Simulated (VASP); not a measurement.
Calculation: LDA (Ceperley-Alder, Perdew-Zunger), VASP's LDA PAW potentials (set 64) (plane waves; VASP 6.6.1).

The input files of a VASP run:

File KPOINTS:
```
Regular mesh
0
G
  14 14 14
```

POSCAR:
```
HfN
1.0
  0.0000000000   2.2086054280   2.2086054280
  2.2086054280   0.0000000000   2.2086054280
  2.2086054280   2.2086054280   0.0000000000
Hf N
1 1
Cart
  0.0000000000   0.0000000000   0.0000000000
  2.2086054280   2.2086054280   2.2086054280
```

### INCAR
```
! general
SYSTEM =HfN
PREC   =Accurate
ENCUT  =620
LREAL  =.FALSE.
LASPH  =.TRUE.

! electronic loop
EDIFF  =1E-6
NELM   =100
ALGO   =Normal
LMAXMIX=6

! smearing
ISMEAR =1
SIGMA  =0.1

! ions
IBRION =2
NSW    =40
ISIF   =3
EDIFFG =-0.02
PSTRESS=200

! output
LWAVE  =.FALSE.
LCHARG =.FALSE.
```

POTCAR, in this order: Hf_pv N (LDA.64 set). Program: vasp_std.

Energy and stress use the plane-wave basis of the starting cell. Unless said otherwise, spin-orbit coupling is left out, though it shifts the bands of the heavy elements here.

### Question
Estimate the energy per atom (σ→0), volume per atom, band gap (on the k-mesh).

### Answer

* **energy per atom (σ→0)**: -11.896 eV/atom
* **band gap (on the k-mesh)**: none (metal, semimetal or under 0.01 eV)
* **volume per atom**: 10.49 Å^3/atom

File OSZICAR:
```
...
DAV:   8    -0.237947037383E+02    0.76147E-07   -0.26167E-07  1351   0.424E-03
   3 F= -.21174952E+02 E0= -.21174776E+02  d E =-.185053E-01
       N       E                     dE             d eps       ncg     rms          rms(c)
DAV:   1    -0.237928469395E+02    0.18569E-02   -0.75208E-04  2288   0.296E-01    0.106E-01
DAV:   2    -0.237928266750E+02    0.20264E-04   -0.34353E-05  2384   0.588E-02    0.503E-02
DAV:   3    -0.237928204140E+02    0.62610E-05   -0.13614E-05  2504   0.374E-02    0.304E-02
DAV:   4    -0.237928202323E+02    0.18168E-06   -0.61216E-07  1246   0.821E-03
   4 F= -.21174967E+02 E0= -.21174791E+02  d E =-.185205E-01
```

The compound is HfN in the rock salt structure. This run relaxes it under an external pressure of 20 GPa. Symmetry was kept, so distortions that lower it aren't found. The electron count is odd and the run is not spin-polarised, which forces a metal.
